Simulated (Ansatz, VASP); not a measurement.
# Two plane-wave programs on NaGeF3

The input INCAR:

```
SYSTEM = NaGeF3
  PREC = Accurate
  ENCUT = 520
  EDIFF = 1E-7
  ISMEAR = -1
  SIGMA = 0.02
  LREAL = .FALSE.
  LASPH = .TRUE.
  NELM = 100
  ALGO = Normal
  ISIF = 2
  LWAVE = .FALSE.
  LCHARG = .FALSE.
  GGA = PE
  NBANDS = 29
```

File KPOINTS:

```
regular mesh
0
G
  6 6 6
  0 0 0
```

Contents of POSCAR:

```
NaGeF3
1.0
    4.3476431000      0.0000000000      0.0000000000
    0.0000000000      4.3476431000      0.0000000000
    0.0000000000      0.0000000000      4.3476431000
Na Ge F
1 1 3
Direct
    0.0000000000      0.0000000000      0.0000000000
    0.5000000000      0.5000000000      0.5000000000
    0.5000000000      0.5000000000      0.0000000000
    0.5000000000      0.0000000000      0.5000000000
    0.0000000000      0.5000000000      0.5000000000
```

Input for Ansatz:

```yaml
crystal:
  lattice:
    - [4.3476431, 0.0, 0.0]
    - [0.0, 4.3476431, 0.0]
    - [0.0, 0.0, 4.3476431]
  atoms:
    - { symbol: Na, position: [0.0, 0.0, 0.0] }
    - { symbol: Ge, position: [0.5, 0.5, 0.5] }
    - { symbol: F, position: [0.5, 0.5, 0.0] }
    - { symbol: F, position: [0.5, 0.0, 0.5] }
    - { symbol: F, position: [0.0, 0.5, 0.5] }
kpoints:
  mp_grid: { grid: [6, 6, 6] }
  band_path:
    path: [[0.0, 0.0, 0.0], [0.0, 0.5, 0.0], [0.5, 0.5, 0.0], [0.5, 0.5, 0.5]]
    npoints: 1
hamiltonian:
  xc: pbe
scf:
  occupations: { method: fermi_dirac, width: 0.02 }
  n_extra_bands: 5
output:
  forces: true
  stress: true
  eigenvalues: true
```

The cell was built by a generator and needn't be a form met in nature.

Alike in both runs: task single point; functional PBE; k mesh 6 × 6 × 6; occupations fermi-dirac, width 0.02 eV; no spin polarisation.

|  | VASP | Ansatz |
| --- | --- | --- |
| version | VASP 6.6.1 | Ansatz 0.2.0 |
| potentials or method | VASP PAW PBE potentials, release 64 (Na_pv, Ge_d, F) | plane waves, PAW |
| plane-wave cutoff (eV) | 520 | 420 |
| valence electrons in the cell | 42 | 44 |

```csv
,VASP,Ansatz,Ansatz less VASP
gap on the k mesh at the Fermi level (eV),1.30,1.31,+0.005
pressure (GPa),2.0,2.0,+0.09
```

With one functional, cell and mesh, what is left measures potentials, basis and numerics. The two sets of potentials don't hold the same shells in valence.

A k mesh can miss the band edges. PBE gaps usually lie below the measured ones, often by a third to a half.
